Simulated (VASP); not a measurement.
Output of a VASP run:

**OSZICAR**
```
       N       E                     dE             d eps       ncg     rms          rms(c)
DAV:   1     0.101385675724E+03    0.10139E+03   -0.86172E+03   762   0.119E+03
DAV:   2    -0.194708082781E+01   -0.10333E+03   -0.97456E+02   904   0.253E+02
DAV:   3    -0.618506755307E+01   -0.42380E+01   -0.42259E+01   879   0.551E+01
DAV:   4    -0.621981358866E+01   -0.34746E-01   -0.34743E-01   854   0.551E+00
DAV:   5    -0.622030862304E+01   -0.49503E-03   -0.49503E-03   874   0.655E-01    0.781E+00
DAV:   6    -0.606513615616E+01    0.15517E+00   -0.37602E-01   830   0.875E+00    0.507E+00
DAV:   7    -0.606243816776E+01    0.26980E-02   -0.74462E-02   774   0.219E+00    0.214E+00
DAV:   8    -0.606105563410E+01    0.13825E-02   -0.42424E-03   799   0.825E-01    0.320E-01
DAV:   9    -0.606101751293E+01    0.38121E-04   -0.55893E-04   874   0.337E-01    0.446E-02
DAV:  10    -0.606103737793E+01   -0.19865E-04   -0.33437E-05   799   0.598E-02    0.175E-02
DAV:  11    -0.606104314067E+01   -0.57627E-05   -0.46572E-06   784   0.225E-02    0.278E-03
DAV:  12    -0.606104308082E+01    0.59856E-07   -0.25029E-07   392   0.718E-03
   1 F= -.60610431E+01 E0= -.60610431E+01  d E =-.606104E+01
```

File OUTCAR:
```
------------------------ aborting loop because EDIFF is reached ----------------------------------------
  FORCE on cell =-STRESS in cart. coord.  units (eV):
  Direction    XX          YY          ZZ          XY          YZ          ZX
  --------------------------------------------------------------------------------------
  Total        0.0025135      0.0025135      0.0025135      0.0000000      0.0000000      0.0000000
  in kB        0.0997994      0.0997994      0.0997994      0.0000000      0.0000000      0.0000000
  external PRESSURE =       0.0997994 kB  Pullay stress =       0.0000000 kB
  volume of cell :       40.35
      direct lattice vectors                 reciprocal lattice vectors
     0.000000000  2.722352097  2.722352097    -0.183664707  0.183664707  0.183664707
     2.722352097  0.000000000  2.722352097     0.183664707 -0.183664707  0.183664707
     2.722352097  2.722352097  0.000000000     0.183664707  0.183664707 -0.183664707
  FREE ENERGIE OF THE ION-ELECTRON SYSTEM (eV)
  ---------------------------------------------------
  free  energy   TOTEN  =        -6.0610430808 eV

  energy  without entropy=       -6.0610430808  energy(sigma->0) =       -6.06104308

 reached required accuracy - stopping structural energy minimisation
```
(Selected blocks of OUTCAR.)

POSCAR:
```
AgCl
1
   -0.0000000000     2.7223520971     2.7223520971
    2.7223520971     0.0000000000     2.7223520971
    2.7223520971     2.7223520971     0.0000000000
Ag Cl
1 1
Direct
  0.0000000000   0.0000000000   0.0000000000
  0.5000000000   0.5000000000   0.5000000000
```

Q: Reconstruct the remaining input files.

A: This is not unique; one that fits is the input of the run itself, PBEsol GGA, plane waves, VASP's PBE PAW potentials (set 64).

### INCAR
```
ISMEAR  =  0   ! Gaussian
NSW  =  60
NELM  =  100
LASPH  =  T
ENCUT  =  480   ! plane-wave cut-off (eV)
ALGO  =  Normal
IBRION  =  2   ! conjugate gradients
EDIFF  =  1E-6   ! SCF stop (eV)
LCHARG  =  F
GGA  =  PS
SYSTEM  =  AgCl
ISIF  =  3   ! ions, shape and volume
LWAVE  =  F
SIGMA  =  0.05   ! width (eV)
EDIFFG  =  -0.01   ! ionic stop
PREC  =  Accurate
LREAL  =  F   ! projection in real space or not
LMAXMIX  =  4   ! l cut-off of mixed one-centre charges
```

KPOINTS:
```
Regular mesh
0
gamma
 8 8 8
```

POTCAR, in this order: Ag Cl (PBE.64 set). Program: vasp_std.

The compound is AgCl in the rock salt structure. It was relaxed first, which changed the volume by -6 %. The start is the result of an earlier pass.
